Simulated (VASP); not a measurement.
Output of a VASP run:

File OSZICAR:
```
       N       E                     dE             d eps       ncg     rms          rms(c)
DAV:   1     0.331267596276E+02    0.33127E+02   -0.81596E+03   910   0.121E+03
DAV:   2    -0.752042571938E+02   -0.10833E+03   -0.10296E+03   970   0.267E+02
DAV:   3    -0.797430647067E+02   -0.45388E+01   -0.45173E+01  1115   0.579E+01
DAV:   4    -0.797795455939E+02   -0.36481E-01   -0.36473E-01  1177   0.486E+00
DAV:   5    -0.797798253274E+02   -0.27973E-03   -0.27973E-03  1090   0.342E-01    0.705E+00
DAV:   6    -0.746753883038E+02    0.51044E+01   -0.32680E+00   910   0.264E+01    0.867E+00
DAV:   7    -0.746247493494E+02    0.50639E-01   -0.19966E-01   910   0.549E+00    0.543E+00
DAV:   8    -0.745774732854E+02    0.47276E-01   -0.10597E-01   950   0.324E+00    0.177E+00
DAV:   9    -0.745308357427E+02    0.46638E-01   -0.20695E-01   910   0.394E+00    0.263E-01
DAV:  10    -0.746267220291E+02   -0.95886E-01   -0.46702E-02   910   0.188E+00    0.308E-01
DAV:  11    -0.746209072762E+02    0.58148E-02   -0.96726E-03   910   0.952E-01    0.105E-01
DAV:  12    -0.746271059228E+02   -0.61986E-02   -0.39743E-03   920   0.514E-01    0.795E-02
DAV:  13    -0.746265428451E+02    0.56308E-03   -0.30684E-03   970   0.557E-01    0.454E-02
DAV:  14    -0.746269962613E+02   -0.45342E-03   -0.10779E-04   970   0.100E-01    0.383E-02
DAV:  15    -0.746270256159E+02   -0.29355E-04   -0.75319E-07   866   0.839E-03    0.392E-02
DAV:  16    -0.746276544618E+02   -0.62885E-03   -0.11722E-04   910   0.993E-02    0.350E-02
DAV:  17    -0.746280137463E+02   -0.35928E-03   -0.33198E-04   920   0.155E-01    0.315E-02
DAV:  18    -0.746280170811E+02   -0.33348E-05   -0.12942E-05   980   0.270E-02    0.272E-02
DAV:  19    -0.746280163676E+02    0.71356E-06   -0.96858E-07   725   0.104E-02
   1 F= -.74628016E+02 E0= -.74628106E+02  d E =-.746280E+02
```

### OUTCAR
```
------------------------ aborting loop because EDIFF is reached ----------------------------------------
  FORCE on cell =-STRESS in cart. coord.  units (eV):
  Direction    XX          YY          ZZ          XY          YZ          ZX
  --------------------------------------------------------------------------------------
  Total       -0.0105012     -0.0105012     -0.0105012     -0.0000000      0.0000000      0.0000000
  in kB       -0.2405201     -0.2405201     -0.2405201     -0.0000000      0.0000000      0.0000000
  external PRESSURE =      -0.2405201 kB  Pullay stress =       0.0000000 kB
  volume of cell :       69.95
      direct lattice vectors                 reciprocal lattice vectors
     0.000000000  3.270312410  3.270312410    -0.152890592  0.152890592  0.152890592
     3.270312410  0.000000000  3.270312410     0.152890592 -0.152890592  0.152890592
     3.270312410  3.270312410  0.000000000     0.152890592  0.152890592 -0.152890592
 POSITION                                       TOTAL-FORCE (eV/Angst)
 -----------------------------------------------------------------------------------
      0.00000      0.00000      0.00000         0.000000     -0.000000     -0.000000
      1.63516      1.63516      1.63516        -0.000000      0.000000      0.000000
 -----------------------------------------------------------------------------------
    total drift:                                0.000000      0.000000      0.000000
  FREE ENERGIE OF THE ION-ELECTRON SYSTEM (eV)
  ---------------------------------------------------
  free  energy   TOTEN  =       -74.6280163676 eV

  energy  without entropy=      -74.6282844877  energy(sigma->0) =      -74.62810574

 reached required accuracy - stopping structural energy minimisation
```
(Selected blocks of OUTCAR.)

POSCAR:
```
HgTe
1
   -0.0000000000     3.2703124100     3.2703124100
    3.2703124100     0.0000000000     3.2703124100
    3.2703124100     3.2703124100    -0.0000000000
Hg Te
1 1
Direct
  0.0000000000   0.0000000000   0.0000000000
  0.2500000000   0.2500000000   0.2500000000
```

Task: Reconstruct the remaining input files.

Result: This is not unique; one that fits is the input of the run itself, r2SCAN+rVV10, plane waves, VASP's PBE PAW potentials (set 64).

**INCAR**
```
SYSTEM = HgTe
PREC = Accurate
ENCUT = 520
EDIFF = 1E-6
NELM = 100
ALGO = Normal
LREAL = .FALSE.
LASPH = .TRUE.
ISMEAR = 1
SIGMA = 0.1
METAGGA = R2SCAN
LUSE_VDW = .TRUE.
BPARAM = 11.95
CPARAM = 0.0093
LMIXTAU = .TRUE.
LMAXMIX = 6
LWAVE = .FALSE.
LCHARG = .FALSE.
IBRION = 2
ISIF = 3
NSW = 60
EDIFFG = -0.01
```

**KPOINTS**
```
Automatic mesh
0
Gamma
9 9 9
0 0 0
```

POTCAR, in this order: Hg Te (PBE.64 set). Program: vasp_std.

The compound is HgTe in the zinc blende structure. It was relaxed first. The start is the result of an earlier pass.
